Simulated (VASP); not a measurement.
Input for VASP

KPOINTS:
```
Regular mesh
0
Gamma
 14 14 14
0 0 0
```

File POSCAR:
```
FeAl
1
    2.8545295741     0.0000000000     0.0000000000
    0.0000000000     2.8545295741     0.0000000000
    0.0000000000     0.0000000000     2.8545295741
Al Fe
1 1
Direct
  0.5000000000   0.5000000000   0.5000000000
  0.0000000000   0.0000000000   0.0000000000
```

INCAR:
```
! general
SYSTEM    =  FeAl
PREC      =  Accurate
ENCUT     =  520   ! plane-wave cut-off (eV)
LREAL     =  F
LASPH     =  T   ! aspherical one-centre terms

! electronic loop
EDIFF     =  1E-7   ! SCF stop (eV)
NELM      =  100   ! most electronic steps
ALGO      =  Normal   ! blocked Davidson
LMAXMIX   =  4   ! l cut-off of mixed one-centre charges

! smearing
ISMEAR    =  -5

! functional
GGA       =  MK
LUSE_VDW  =  T
AGGAC     =  0.0
PARAM1    =  0.1234
PARAM2    =  1.0

! ions
ISIF      =  2   ! forces and stress, cell fixed

! output
LWAVE     =  F
LCHARG    =  T
LORBIT    =  11   ! lm-projected
NEDOS     =  601   ! DOS grid
```

POTCAR, in this order: Al Fe (PBE.64 set). Program: vasp_std.

Translate this optB86b-vdW calculation to Quantum ESPRESSO's pw.x.

One equivalent input (not run):
```
&CONTROL
  calculation = 'scf'
  pseudo_dir = './pseudo'
  outdir = './out'
  tprnfor = .true.
  tstress = .true.
/
&SYSTEM
  ibrav = 0
  nat = 2
  ntyp = 2
  ecutwfc = 90
  occupations = 'tetrahedra'
  input_dft = 'vdw-df-ob86'
/
&ELECTRONS
  conv_thr = 7.3e-09
  electron_maxstep = 100
/
ATOMIC_SPECIES
  Al 26.982 Al.upf
  Fe 55.845 Fe.upf
CELL_PARAMETERS angstrom
     2.8545296    0.0000000    0.0000000
     0.0000000    2.8545296    0.0000000
     0.0000000    0.0000000    2.8545296
ATOMIC_POSITIONS crystal
  Al   0.5000000  0.5000000  0.5000000
  Fe   0.0000000  0.0000000  0.0000000
K_POINTS automatic
  14 14 14 0 0 0
```
The two are equivalent in intent, not identical: the potentials are each code's own (VASP's PAW set, PseudoDojo norm-conserving files in pw.x), so ENCUT and ecutwfc are chosen apart and not converted; conv_thr bounds pw.x's estimated SCF error, while EDIFF bounds the energy change between steps.

The compound is FeAl in the CsCl type structure. It was relaxed first, which changed the volume by -6 %.
